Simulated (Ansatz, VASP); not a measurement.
## Hf2PbO3 in VASP and in Ansatz

The input INCAR:

```
SYSTEM = Hf2PbO3
PREC     = Accurate       ! precision mode
ENCUT    = 600            ! plane-wave cutoff, eV
EDIFF    = 1E-6           ! SCF threshold, eV
ISMEAR   = 0              ! smearing method
SIGMA    = 0.1            ! smearing width, eV
LREAL    = .FALSE.        ! projectors in reciprocal space
LASPH    = .TRUE.         ! aspherical terms in the spheres
NELM     = 100            ! most SCF steps
ALGO     = Normal         ! electronic algorithm
ISIF     = 3              ! what is computed and relaxed
LWAVE    = .FALSE.        ! write WAVECAR
LCHARG   = .FALSE.        ! write CHGCAR
GGA      = PE             ! functional
IBRION   = 2              ! ionic algorithm
NSW      = 90             ! ionic steps
EDIFFG   = -0.04          ! ionic threshold
```

File KPOINTS:

```
Automatic mesh
0
G
  6 6 4
  0 0 0
```

The input POSCAR:

```
Hf2PbO3
1.0
    5.1435226900      0.0000000000      0.0000000000
   -2.5717613500      4.4544213200      0.0000000000
    0.0000000000      0.0000000000      4.1785925800
Hf Pb O
2 1 3
Direct
    0.3333333300      0.6666666700      0.0000000000
    0.6666666700      0.3333333300      0.0000000000
    0.0000000000      0.0000000000      0.0000000000
    0.5000000000      0.0000000000      0.5000000000
    0.5000000000      0.5000000000      0.5000000000
    0.0000000000      0.5000000000      0.5000000000
```

Input for Ansatz:

```yaml
crystal:
  lattice:
    - [5.14352269, 0.0, 0.0]
    - [-2.57176135, 4.45442132, 0.0]
    - [0.0, 0.0, 4.17859258]
  atoms:
    - { symbol: Hf, position: [0.33333333, 0.66666667, 0.0] }
    - { symbol: Hf, position: [0.66666667, 0.33333333, 0.0] }
    - { symbol: Pb, position: [0.0, 0.0, 0.0] }
    - { symbol: O, position: [0.5, 0.0, 0.5] }
    - { symbol: O, position: [0.5, 0.5, 0.5] }
    - { symbol: O, position: [0.0, 0.5, 0.5] }
basis:
  ecutwfc: 420
kpoints:
  mp_grid: { grid: [6, 6, 4] }
hamiltonian:
  xc: pbe
scf:
  occupations: { method: gaussian, width: 0.1 }
  lower_state_search: "off"
output:
  forces: true
  stress: true
  eigenvalues: true
relax:
  adjacent_minimum: "off"
  f_tol: 0.04
  max_steps: 70
  cell: { stress_tol: 0.4 }
```

Change from the starting cell: species swapped into the LaAl2Ag3 type (P6/mmm, No. 191).

Alike in both runs: task relaxation of cell and atoms; functional PBE; k mesh 6 × 6 × 4; occupations gaussian, width 0.1 eV; no spin polarisation.

|  | VASP | Ansatz |
| --- | --- | --- |
| version | VASP 6.6.1 | Ansatz 0.2.0 |
| potentials or method | VASP PAW PBE potentials, release 64 (Hf_pv, Pb_d, O) | scalar-relativistic, plane waves, PAW |
| plane-wave cutoff (eV) | 600 | 420 |
| valence electrons in the cell | 52 | 84 |

```csv
,VASP,Ansatz,Ansatz less VASP
"gap on the k mesh at the Fermi level, each at its own relaxed structure (eV)",none,none,-
relaxed volume (Å³/atom),13.69,13.86,+0.171
relaxed cell length with the largest relative difference (Å),3.071,3.085,+0.0139
energy change over the relaxation (meV/atom),-1373,-1338,+34.6
```

A gap of «none» marks a metal or a gap that the smearing closes. The two sets of potentials don't hold the same shells in valence.

Caveats: the k mesh is coarse (spacing up to 0.38 Å⁻¹), so the values aren't converged. The runs have no spin-orbit coupling, so splittings on Hf, Pb are missing.
